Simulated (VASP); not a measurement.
These are LDA (Ceperley-Alder, Perdew-Zunger), VASP's LDA PAW potentials (set 64) (plane waves; VASP) values and carry that method's errors.

VASP ran on this input.

POSCAR:
```
AuAl2
1
    0.0000000000     2.9792438141     2.9792438141
    2.9792438141     0.0000000000     2.9792438141
    2.9792438141     2.9792438141     0.0000000000
Al Au
2 1
Direct
  0.2500000000   0.2500000000   0.2500000000
  0.7500000000   0.7500000000   0.7500000000
  0.0000000000   0.0000000000   0.0000000000
```

File KPOINTS:
```
Automatic
0
gamma
 9 9 9
0 0 0
```

### INCAR
```
SYSTEM = AuAl2
PREC = Accurate; ENCUT = 500; LREAL = .FALSE.
LASPH = .TRUE.
EDIFF = 1E-6; NELM = 100; ALGO = Normal
LMAXMIX = 6
ISMEAR = 1; SIGMA = 0.1
IBRION = 2; NSW = 40; ISIF = 3
EDIFFG = -0.02
LWAVE = .FALSE.; LCHARG = .FALSE.
```

POTCAR, in this order: Al Au (LDA.64 set). Program: vasp_std.

Output of the run:

OSZICAR:
```
       N       E                     dE             d eps       ncg     rms          rms(c)
DAV:   1     0.570068979802E+02    0.57007E+02   -0.70965E+03   864   0.114E+03
DAV:   2    -0.136762562456E+02   -0.70683E+02   -0.65011E+02   952   0.202E+02
DAV:   3    -0.156363494847E+02   -0.19601E+01   -0.19103E+01  1068   0.320E+01
DAV:   4    -0.156546786030E+02   -0.18329E-01   -0.18326E-01  1004   0.344E+00
DAV:   5    -0.156548902761E+02   -0.21167E-03   -0.21166E-03  1060   0.395E-01    0.937E+00
DAV:   6    -0.144181205235E+02    0.12368E+01   -0.64482E+00   948   0.286E+01    0.395E+00
DAV:   7    -0.143259809960E+02    0.92140E-01   -0.28600E-01   896   0.636E+00    0.186E+00
DAV:   8    -0.142858413986E+02    0.40140E-01   -0.31787E-02   976   0.126E+00    0.405E-01
DAV:   9    -0.142842921327E+02    0.15493E-02   -0.32699E-03  1020   0.662E-01    0.213E-01
DAV:  10    -0.142843086944E+02   -0.16562E-04   -0.15125E-04   952   0.115E-01    0.393E-02
DAV:  11    -0.142843025229E+02    0.61715E-05   -0.73808E-06  1032   0.228E-02    0.129E-02
DAV:  12    -0.142843023546E+02    0.16829E-06   -0.10003E-06   540   0.113E-02
   1 F= -.14284302E+02 E0= -.14284055E+02  d E =-.142843E+02
```

File OUTCAR:
```
------------------------ aborting loop because EDIFF is reached ----------------------------------------
  FORCE on cell =-STRESS in cart. coord.  units (eV):
  Direction    XX          YY          ZZ          XY          YZ          ZX
  --------------------------------------------------------------------------------------
  Total        0.0167262      0.0167262      0.0167262      0.0000000      0.0000000      0.0000000
  in kB        0.5067089      0.5067089      0.5067089      0.0000000      0.0000000      0.0000000
  external PRESSURE =       0.5067089 kB  Pullay stress =       0.0000000 kB
  volume of cell :       52.89
      direct lattice vectors                 reciprocal lattice vectors
     0.000000000  2.979243814  2.979243814    -0.167827822  0.167827822  0.167827822
     2.979243814  0.000000000  2.979243814     0.167827822 -0.167827822  0.167827822
     2.979243814  2.979243814  0.000000000     0.167827822  0.167827822 -0.167827822
 POSITION                                       TOTAL-FORCE (eV/Angst)
 -----------------------------------------------------------------------------------
      1.48962      1.48962      1.48962        -0.000000     -0.000000     -0.000000
      4.46887      4.46887      4.46887         0.000000      0.000000      0.000000
      0.00000      0.00000      0.00000         0.000000      0.000000     -0.000000
 -----------------------------------------------------------------------------------
    total drift:                                0.000000     -0.000000      0.000000
  FREE ENERGIE OF THE ION-ELECTRON SYSTEM (eV)
  ---------------------------------------------------
  free  energy   TOTEN  =       -14.2843023546 eV

  energy  without entropy=      -14.2835608751  energy(sigma->0) =      -14.28405519

 reached required accuracy - stopping structural energy minimisation
```
(Selected blocks of OUTCAR.)

The compound is AuAl2 in the fluorite structure. It was relaxed first. The electron count is odd and the run is not spin-polarised, which forces a metal.
